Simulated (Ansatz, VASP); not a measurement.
# Mg2NCl in two plane-wave programs, part 2 of 2

Wanted: the spread between two codes on one cell, functional and k mesh. The cell is taken from a series of runs on this material, whose earlier steps may have relaxed, scaled, displaced or heated it; both programs get it as it stands.

VASP 6.6.1 and Ansatz 0.2.0.

So far: The starting structure; VASP: relaxation of cell and atoms, PBEsol.

## Step 3: Ansatz: relaxation of cell and atoms, PBEsol

Level of this step: Ansatz beside VASP: Kohn-Sham DFT, plane waves, PBEsol (Ansatz).

Ansatz runs on its default PAW (the set named soft_2) files.

The same cell, functional and mesh now go to Ansatz, which takes its cutoff from its data sets.

input.yaml

```yaml
crystal:
  lattice:
    - [1.6434965372, 0.9488730035, 5.9319322633]
    - [-1.6434965372, 0.9488730035, 5.9319322633]
    - [0.0, -1.897746501, 5.9319321842]
  atoms:
    - { symbol: Mg, position: [0.2231994051, 0.2231994051, 0.2231994051] }
    - { symbol: Mg, position: [0.7768005949, 0.7768005949, 0.7768005949] }
    - { symbol: "N", position: [0.5, 0.5, 0.5] }
    - { symbol: Cl, position: [1.0, 0.0, 0.0] }
kpoints:
  mp_grid: { grid: [9, 9, 9] }
hamiltonian:
  xc: pbesol
scf:
  occupations: { method: fixed }
output:
  forces: true
  stress: true
  eigenvalues: true
relax:
  adjacent_minimum: "off"
  f_tol: 0.001
  max_steps: 60
  cell: { stress_tol: 0.01 }
```

On the command line:

```
$ ansatz run input.yaml --threads 2 --pin off --max-ram 5120MiB --backend cpu --events-out ev --progress --plain --runs-dir out
```

Numbers of over 12 decimals in the logs are rounded to 6 here.

The log of the run:

```text
basis.fft_grid_basis auto: the FFT boxes are laid along the combinations [[1, 0, -1], [0, 1, -1], [0, 0, 1]] of the cell's own vectors, 3.287, 3.287 and 6.228 Å long. The dense box has 24×24×45 points. Along the cell's own vectors, as sized, it would have 45×45×45, 3.52 times as many. Of the 12 symmetry operations that the crystal satisfies within crystal.symmetry.tolerance (time reversal apart; of a slab, those that [...]
Engine: ansatz 0.2.0, aarch64-unknown-linux-gnu
Pseudopotentials: kind: paw
Pseudopotential: Mg, paw, valence charge 10, recommended cutoff 420 eV (normal), Mg.paw.azcp
Pseudopotential: N, paw, valence charge 5, recommended cutoff 420 eV (normal), N.paw.azcp
Pseudopotential: Cl, paw, valence charge 7, recommended cutoff 420 eV (normal), Cl.paw.azcp
Functional definition: PBEsol
  exchange = pbesol_x
  correlation = pbesol_c
Crystal: 4 atoms, lattice volume = 55.504 Å³
Basis set: ecut = 420 eV, 1099 PW (Γ), FFT grids on a1−a3, a2−a3, a3, exchange–correlation on 48×48×90 points (8 copies of the dense FFT grid, shifted against one another)
Bands: 20, of which v1, the nominal top of the filled ones, is band 16 counted from 1 (15 counted from 0)
Symmetry: 12 space group operations
Space group: R-3m (ITA 166), of the structure as read, at distance tolerance 3.8e-5 Å
k-points: 85 of 729
Non-local potential: Mg, projectors of the file, l = 0: 3, l = 1: 2, l = 2: 1
Non-local potential: N, projectors of the file, l = 0: 2, l = 1: 2, l = 2: 1
Non-local potential: Cl, projectors of the file, l = 0: 2, l = 1: 2, l = 2: 2
PAW form: soft (Blöchl's): semilocal exchange-correlation on the pseudo side does not see the compensation charge
PAW frozen core: Mg, regenerated for the run's functional, and the local potential with it (the file was generated under x = pbe(κ = 0.804, μ = 0.219515), c = pbe(β = 0.066725))
PAW frozen core: N, regenerated for the run's functional, and the local potential with it (the file was generated under x = pbe(κ = 0.804, μ = 0.219515), c = pbe(β = 0.066725))
PAW frozen core: Cl, regenerated for the run's functional, and the local potential with it (the file was generated under x = pbe(κ = 0.804, μ = 0.219515), c = pbe(β = 0.066725))
PAW one-centre angular grid: Mg, 110 points (default); XC on 64 Gauss nodes
PAW one-centre angular grid: N, 110 points (default); XC on 64 Gauss nodes
PAW one-centre angular grid: Cl, 110 points (default); XC on 64 Gauss nodes
Initial density: superposition of atomic densities (neutral atoms: chi_scale 0, normalization atom), corrected by the library's trained network
Initial wavefunctions: pseudopotential atomic-orbital guess
Functional: x = pbesol(κ = 0.804, μ = 0.123457), c = pbesol(β = 0.046)
SCF iter   1: F=—  HF=-5268.266367 eV  |F-HF|=—  |Δ(HF+E_count)|=         —  Δρ=6.58e-3  dr2=2.59e-2  ethr=1.77e-3  ⟨swp⟩=5.0  Hψ=6906  notcnv=0  defer=166
preconditioner: auto → none  [insulator: Δε(μ)=2.328 eV  Ē_g=11.821 eV  n_scr=16 (ndim 8)  ℏωp=19.9 eV  f_vac=0.000  ε∞_Penn≈3.8]
SCF iter   2: F=—  HF=-5268.258968 eV  |F-HF|=—  |Δ(HF+E_count)|=   7.40e-3  Δρ=3.27e-3  dr2=6.53e-3  ethr=8.10e-5  ⟨swp⟩=2.0  Hψ=3146  notcnv=0  defer=169
SCF iter   3: F=—  HF=-5268.257406 eV  |F-HF|=—  |Δ(HF+E_count)|=   1.56e-3  Δρ=1.18e-3  dr2=7.11e-4  ethr=2.04e-5  ⟨swp⟩=2.0  Hψ=2463  notcnv=0  defer=170
SCF iter   4: F=—  HF=-5268.257270 eV  |F-HF|=—  |Δ(HF+E_count)|=   1.36e-4  Δρ=3.68e-4  dr2=4.69e-5  ethr=2.22e-6  ⟨swp⟩=2.0  Hψ=2257  notcnv=0  defer=140
SCF iter   5: F=—  HF=-5268.257270 eV  |F-HF|=—  |Δ(HF+E_count)|=   7.30e-7  Δρ=9.45e-5  dr2=2.44e-6  ethr=1.47e-7  ⟨swp⟩=2.7  Hψ=2772  notcnv=0  defer=20
SCF iter   6: F=-5268.257271 eV  HF=-5268.257271 eV  |F-HF|=1.42e-8  |Δ(HF+E_count)|=   1.42e-6  Δρ=7.72e-6  dr2=1.67e-8  ethr=3.13e-10  ⟨swp⟩=6.0  Hψ=8718  notcnv=0
SCF 1 converged in 6 iterations: F = -5268.257271 eV  dr2 = 1.67e-8
  greatest PAW one-centre occupation: 1.000 electrons in one spin orbital (limit 2), on the Mg atom at site 1 (counted from 0), in its partial waves of l = 0
relax step   1: F+E_penalty+E_count = -5268.25727101 eV  Δ(F+E_penalty+E_count) = +0.000e0 eV  max|allowed force component| = 1.063e-4 eV/Å  Δτ_max = 0.0000 Å  P = -0.002 GPa  Ω = 55.504 Å³  (6 SCF iters, dr2 threshold 1.00e-7 eV, accepted)
Initial density: handed on by an earlier stage of this run
Initial wavefunctions: pseudopotential atomic-orbital guess (no wavefunctions were taken with the density)
iter 1 solved again at ethr=1.18e-7 eV; its pass at ethr=3.10e-3 eV (dr2=3.79e-5 eV) is discarded
SCF iter   1: F=—  HF=-5268.257281 eV  |F-HF|=—  |Δ(HF+E_count)|=         —  Δρ=7.57e-6  dr2=1.66e-8  ethr=1.18e-7  ⟨swp⟩=3.0  Hψ=10956  notcnv=0  defer=170
preconditioner: auto → none  [insulator: Δε(μ)=2.359 eV  Ē_g=11.865 eV  n_scr=16 (ndim 8)  ℏωp=19.9 eV  f_vac=0.000  ε∞_Penn≈3.8]
SCF iter   2: F=—  HF=-5268.257271 eV  |F-HF|=—  |Δ(HF+E_count)|=   9.71e-6  Δρ=4.38e-6  dr2=4.30e-9  ethr=5.18e-11  ⟨swp⟩=3.2  Hψ=3806  notcnv=0  defer=146
SCF iter   3: F=—  HF=-5268.257271 eV  |F-HF|=—  |Δ(HF+E_count)|=   4.57e-9  Δρ=1.23e-6  dr2=6.24e-10  ethr=1.35e-11  ⟨swp⟩=2.1  Hψ=2172  notcnv=0  defer=146
SCF iter   4: F=—  HF=-5268.257271 eV  |F-HF|=—  |Δ(HF+E_count)|=  3.49e-10  Δρ=8.16e-7  dr2=4.62e-10  ethr=1.95e-12  ⟨swp⟩=2.0  Hψ=2305  notcnv=0  defer=146
SCF iter   5: F=—  HF=-5268.257271 eV  |F-HF|=—  |Δ(HF+E_count)|=  1.15e-10  Δρ=1.85e-7  dr2=1.09e-11  ethr=1.44e-12  ⟨swp⟩=2.0  Hψ=2193  notcnv=0  defer=146
SCF iter   6: F=-5268.257271 eV  HF=-5268.257271 eV  |F-HF|=9.09e-13  |Δ(HF+E_count)|=  5.46e-12  Δρ=4.24e-8  dr2=4.76e-13  ethr=1.00e-12  ⟨swp⟩=6.3  Hψ=8916  notcnv=0
SCF 2 converged in 6 iterations: F = -5268.257271 eV  dr2 = 4.76e-13
relax step   2: F+E_penalty+E_count = -5268.25727101 eV  Δ(F+E_penalty+E_count) = -2.257e-9 eV  max|allowed force component| = 8.498e-5 eV/Å  Δτ_max = 0.0000 Å  P = -0.002 GPa  Ω = 55.504 Å³  stress off target by 3.81e-3 GPa  SCF on the basis re-selected at this cell (its energy is not comparable with the rows above)  (6 SCF iters)
basis re-selected at this cell: Δ(F+E_penalty+E_count) = -2.257e-9 eV, ΔP = -0.000 GPa vs the last step (what re-selecting the basis moved, of the pressure what is left beyond the Pulay correction that the steps carried, after the strain that the cell walked since its last selection, with what the two solves' SCF thresholds leave and, on support functions, any second-order correction that the steps lacked; it is no m [...]
SCF converged after 6 iterations
Free energy (F): -5268.257271 eV
Harris-Foulkes:  -5268.257271 eV  (|F-HF|=9.09e-13)
Internal energy: -5268.257271 eV  (E = F + TS)
E sigma→0 (E₀):  -5268.257271 eV
Fermi energy:    7.634448 eV
--- Per-component energies (eV) ---
  E_band       = -634.959216
  E_kinetic    = 446.577066
  E_local      = -3525.799467  (includes V_loc(G=0)·N_el)
  E_nonlocal   = 265.842551
  E_hartree    = 1261.124782
  E_xc         = -225.767746
  E_vxc        = -275.716990  (∫ρ·V_xc dr)
  E_paw        = -1325.662818  (= ΣΔE_a)
  E_vpaw       = -68.112131  (= ΣTr[D̂ρ^β])
  E_aug_tail   = 0.000188  (compensation charges beyond the density's cutoff)
  E_ewald      = -2164.796083
  E_core_change = 0.224255  (= ΣΔE_core)
  E_smearing   = -0.000000  (= −TS)
  E_closure    = 0.000000  (closes the sum)
  Σ components = -5268.257271   (vs F -5268.257271, Δ=0.00e0)
--- Forces (eV/Å), atoms counted from 1 ---
  atom   1  Mg     0.00000000    -0.00000000     0.00008498
  atom   2  Mg     0.00000000     0.00000000    -0.00008498
  atom   3  N      0.00000000     0.00000000    -0.00000000
  atom   4  Cl     0.00000000     0.00000000     0.00000000
  max |Σ_I F_I| component: 1.00e-28 eV/Å
--- Stress (GPa, compression-positive) ---
       -0.001456       0.000000       0.000000
        0.000000      -0.001456       0.000000
        0.000000       0.000000      -0.003812
  P = ⅓ Tr σ = -0.0022 GPa (-0.022 kbar)
--- Band table (eV; the first three rows and the last of 85) ---
  k-point 0: bands = [... 12 lower, 5.2669, 6.6140, 7.6344, 7.6344, 9.9931, 12.9121, 16.2546, 16.4224]
  k-point 1: bands = [... 12 lower, 5.1534, 6.5883, 6.9063, 7.5263, 10.6680, 13.5302, 15.4145, 16.3934]
  k-point 2: bands = [... 12 lower, 4.8853, 5.5971, 6.5354, 7.2716, 11.7812, 13.7346, 14.8419, 15.1181]
  k-point 84: bands = [... 12 lower, 5.1601, 5.3220, 7.0397, 7.5079, 12.7370, 13.0070, 14.5461, 15.4751]
--- Relaxed structure (1 steps of the walk, 1 accepted, 1 SCFs on fresh bases) ---
  F+E_penalty+E_count = -5268.25727101 eV   max|allowed force component| = 8.498e-5 eV/Å   (the final SCF, on the basis selected at the relaxed cell)
  cell:  # Å, volume = 55.5040 Å³
    - [1.643497, 0.948873, 5.931932]
    - [-1.643497, 0.948873, 5.931932]
    - [0.0, -1.897747, 5.931932]
  atoms:
    - { symbol: Mg, position: [0.223199, 0.223199, 0.2231994051] }
    - { symbol: Mg, position: [0.7768005949, 0.7768005949, 0.7768005949] }
    - { symbol: N, position: [0.500000, 0.500000, 0.5] }
    - { symbol: Cl, position: [1.0, 5.551115123125783e-17, -5.551115123125783e-17] }
```

## Step 4: Differences

Known differences besides the potentials themselves: fixed occupations in Ansatz, narrow Gaussian smearing in VASP; the data sets hold 32 valence electrons in Ansatz (on its default PAW (the set named soft_2) files) and 16 in VASP; the cutoff is 420 eV in Ansatz and 600 eV in VASP; Ansatz makes its cores anew for this functional, VASP keeps those of its PBE data sets; Ansatz adds a Pulay correction to the stress that steers its cell, VASP none. Total energies have different zeros and are not compared.

The two programs side by side:

```csv
quantity,Ansatz,VASP,difference
volume (Å³),55.50,55.37,+0.25 %
"edge a after relaxation, in the typed setting (Å)",6.228,6.221,+0.11 %
```

## Step 5: Ansatz: zone-centre phonons, PBEsol

Second derivatives magnify differences that forces hide, and they need a tight electronic threshold.

The cell is taken from a series of runs on this material, whose earlier steps may have relaxed, scaled, displaced or heated it; both programs get it as it stands.

input.yaml

```yaml
crystal:
  lattice:
    - [1.6434965372, 0.9488730034, 5.9319322633]
    - [-1.6434965372, 0.9488730034, 5.9319322633]
    - [0.0, -1.8977465011, 5.9319321842]
  atoms:
    - { symbol: Mg, position: [0.2231994051, 0.2231994051, 0.2231994051] }
    - { symbol: Mg, position: [0.7768005949, 0.7768005949, 0.7768005949] }
    - { symbol: "N", position: [0.5, 0.5, 0.5] }
    - { symbol: Cl, position: [1.0, 0.0, 0.0] }
kpoints:
  mp_grid: { grid: [9, 9, 9] }
hamiltonian:
  xc: pbesol
scf:
  occupations: { method: fixed }
output:
  eigenvalues: true
phonons:
  method: dfpt
  dielectric: true
  rigid_motions: translations
```

The log of the run:

```text
[...]
Crystal: 4 atoms, lattice volume = 55.504 Å³
Basis set: ecut = 420 eV, 1099 PW (Γ), exchange–correlation on 90×90×90 points (8 copies of the dense FFT grid, shifted against one another)
Bands: 20, of which v1, the nominal top of the filled ones, is band 16 counted from 1 (15 counted from 0)
Symmetry: 12 space group operations
k-points: 205 of 729 (irreducible under 2 space group operations, time reversal used)
[...]
optical modes at Γ + LO–TO along q̂ = [1.0000, 0.0000, 0.0000]:
      ω (cm⁻¹)  modes    IR ((D/Å)²/amu)
[...]
optical modes at Γ + LO–TO along q̂ = [0.0000, 1.0000, 0.0000]:
      ω (cm⁻¹)  modes    IR ((D/Å)²/amu)
[...]
optical modes at Γ + LO–TO along q̂ = [0.0000, 0.0000, 1.0000]:
      ω (cm⁻¹)  modes    IR ((D/Å)²/amu)
[...]
273.82      2             0.0000
        448.63      1             0.0000
        460.85      2            38.2047
        571.61      1            16.1112
[key lines of the parts left out:]
SCF converged after 8 iterations
Free energy (F): -5268.257271 eV
Fermi energy:    7.634449 eV
```

## Step 6: VASP: zone-centre phonons, PBEsol

The same cell, functional and mesh now go to VASP, with its own data sets.

INCAR

```
SYSTEM = Mg2NCl
PREC = Accurate
ENCUT = 600
EDIFF = 1E-08
NELM = 120
ISMEAR = 0
SIGMA = 0.01
LREAL = .FALSE.
ALGO = Normal
GGA = PS
NBANDS = 14
LORBIT = 11
LWAVE = .FALSE.
LCHARG = .FALSE.
ISIF = 2
IBRION = 8
LEPSILON = .TRUE.
LASPH = .TRUE.
GGA_COMPAT = .FALSE.
EFERMI = MIDGAP
KPAR = 2
```

POSCAR

```
Mg2NCl
1.0
    1.6434965372      0.9488730034      5.9319322633
   -1.6434965372      0.9488730034      5.9319322633
    0.0000000000     -1.8977465011      5.9319321842
Mg N Cl
2 1 1
Direct
    0.2231994051      0.2231994051      0.2231994051
    0.7768005949      0.7768005949      0.7768005949
    0.5000000000      0.5000000000      0.5000000000
    0.0000000000      0.0000000000      0.0000000000
```

KPOINTS

```
Automatic mesh
0
Gamma
9 9 9
0 0 0
```

PAW data sets: Mg, N and Cl (PBE family, release 64).

On the command line:

```
$ mpirun -np 2 vasp_std
```

The log of the run:

```text
[banner, memory and clock lines left out]
running    2 mpi-ranks, on    1 nodes
[...]
[... a notice as in an earlier step ...]

 LDA part: xc-table for (Slater+PW92), standard interpolation
 POSCAR, INCAR and KPOINTS ok, starting setup
[...]
entering main loop
       N       E                     dE             d eps       ncg     rms          rms(c)
DAV:   1     0.626889710721E+02    0.62689E+02   -0.72978E+03  2380   0.109E+03
DAV:   2    -0.169697130237E+02   -0.79659E+02   -0.71469E+02  3408   0.189E+02
DAV:   3    -0.224724248913E+02   -0.55027E+01   -0.54657E+01  3178   0.527E+01
DAV:   4    -0.225172358809E+02   -0.44811E-01   -0.44800E-01  2794   0.535E+00
[...]
DAV:  14    -0.189553932567E+02   -0.62031E-07   -0.36708E-06  2818   0.151E-02    0.290E-03
DAV:  15    -0.189553931787E+02    0.77944E-07   -0.32521E-07  3088   0.404E-03    0.670E-04
DAV:  16    -0.189553931857E+02   -0.70231E-08   -0.19393E-08  2954   0.122E-03
   1 F= -.18955393E+02 E0= -.18955393E+02  d E =0.000000E+00
[...]
RMM:  13    -0.182951972492E+00   -0.90310E-09   -0.10766E-07  6576   0.510E-05    0.768E-08
 first order change of Fermi-energy  -0.18869E-04
 force on displaced ion       4 direction 1 :  -0.703  -0.000   0.000
 Born effective charge ion    4 direction 1 :  -1.219   0.000   0.000
 Linear response progress:
  Degree of freedom:   6/  6
       N       E                     dE             d eps       ncg     rms          rms(c)
RMM:   1    -0.228752974777E+00   -0.22875E+00    0.34573E-02  5001   0.255E+00
RMM:   2    -0.225765759998E+00    0.29872E-02   -0.30820E-03  3637   0.362E-01    0.940E-02
RMM:   3    -0.226348876359E+00   -0.58312E-03   -0.32435E-04  3720   0.834E-02    0.370E-02
RMM:   4    -0.226704392546E+00   -0.35552E-03   -0.67234E-05  3890   0.369E-02    0.135E-02
[...]
RMM:  11    -0.226740601594E+00   -0.24319E-06   -0.58587E-07  4424   0.555E-05    0.928E-06
RMM:  12    -0.226740565724E+00    0.35870E-07    0.16857E-07  4447   0.375E-05    0.441E-06
RMM:  13    -0.226740568812E+00   -0.30876E-08    0.47899E-08  3748   0.333E-05    0.959E-07
 first order change of Fermi-energy   0.24425E-04
 force on displaced ion       4 direction 3 :   0.000   0.000  -3.517
 Born effective charge ion    4 direction 3 :   0.000   0.000  -2.005
 Born effective charges drift removed
 Linear response finished
```

OUTCAR, selected parts (step 6):

```text
 POSITION                                       TOTAL-FORCE (eV/Angst)
 -----------------------------------------------------------------------------------
      0.00000     -0.00000      3.97201        -0.000000      0.000000     -0.046174
      0.00000     -0.00000     13.82379        -0.000000     -0.000000      0.046174
      0.00000     -0.00000      8.89790         0.000000      0.000000     -0.000000
      0.00000      0.00000      0.00000        -0.000000     -0.000000      0.000000
 -----------------------------------------------------------------------------------
    total drift:                               -0.000000     -0.000000      0.000000

 MACROSCOPIC STATIC DIELECTRIC TENSOR (including local field effects in DFT)
 ------------------------------------------------------
           4.431724     0.000000     0.000000
          -0.000000     4.431724    -0.000000
          -0.000000    -0.000000     4.922690
 ------------------------------------------------------

 MACROSCOPIC STATIC DIELECTRIC TENSOR IONIC CONTRIBUTION
 ------------------------------------------------------
          11.239103    -0.000000     0.000000
          -0.000000    11.239103    -0.000000
           0.000000    -0.000000    11.672814
 ------------------------------------------------------

[... 1 part as in an earlier step ...]
```

The dielectric response converges more slowly with the mesh than energies do, so tensor and charges may still move on a finer one.

## Step 7: Differences

What differs besides the data sets and the points named for the pairs above, as far as they apply: VASP's response is taken on the typed mesh, Ansatz refines its own for the field response alone; the data sets hold 32 valence electrons in Ansatz (on its default PAW (the set named soft_2) files) and 16 in VASP. Total energies have different zeros and are not compared.

Both answers:

```csv
quantity,Ansatz,VASP,difference
ε∞ xx,4.47,4.43,+0.88 %
ε∞ yy,4.47,4.43,+0.88 %
ε∞ zz,4.95,4.92,+0.58 %
Born charge of Mg1 (mean of the diagonal) (e),2.02,2.02,+0.01
Born charge of N3 (mean of the diagonal) (e),-2.57,-2.55,-0.01
Born charge of Cl4 (mean of the diagonal) (e),-1.48,-1.48,0.00
optical mode 1 to 2 (cm⁻¹),92.4,91.6,+0.92 %
optical mode 3 (cm⁻¹),179.8,179.8,+0.05 %
optical mode 4 to 5 (cm⁻¹),273.8,274.2,-0.14 %
optical mode 6 (cm⁻¹),448.6,451.6,-0.66 %
optical mode 7 to 8 (cm⁻¹),460.9,462.9,-0.44 %
optical mode 9 (cm⁻¹),467.7,468.0,-0.06 %
```

Modes are paired by rising frequency, not by their patterns, so a pair may set unlike modes beside each other; they are those without the splitting of longitudinal modes.

## Step 8: What came out

- difference in volume (relaxation of cell and atoms, PBEsol): 0.25 %
- r.m.s. difference of the optical zone-centre modes, each program's sorted by frequency (zone-centre phonons, PBEsol): 1.5 cm⁻¹
- difference in optical mode 1 to 2 (zone-centre phonons, PBEsol): +0.9 %

In words: The difference in volume is 0.25 % (relaxation of cell and atoms, PBEsol), within the 1.2 % picked in this series as the mark of a large difference, as far as the stopping tolerances let one tell. The data sets hold unlike numbers of valence electrons (32 in Ansatz and 16 in VASP), so part of the differences comes from the potentials. Among the rows given in per cent, the largest difference of the zone-centre phonons, PBEsol pair is in optical mode 1 to 2, +0.9 %. 1 further run of this series is not shown here. Such differences can come from data sets, numerical settings and the points named under the comparisons, not from the functional's error against experiment.

[Lines on the potential files, build, host, timing and source positions are cut from VASP's logs without a mark.]

[Logs are printed without paths, hosts, clocks, repeated set-up lines and the standing remarks that a program may print on its own settings, such as how far it seeks lower states.]

[Hosts, paths, dates, database ids (printed as entryN), source tags and the programs' standing remarks are cut or masked in the printed files.]
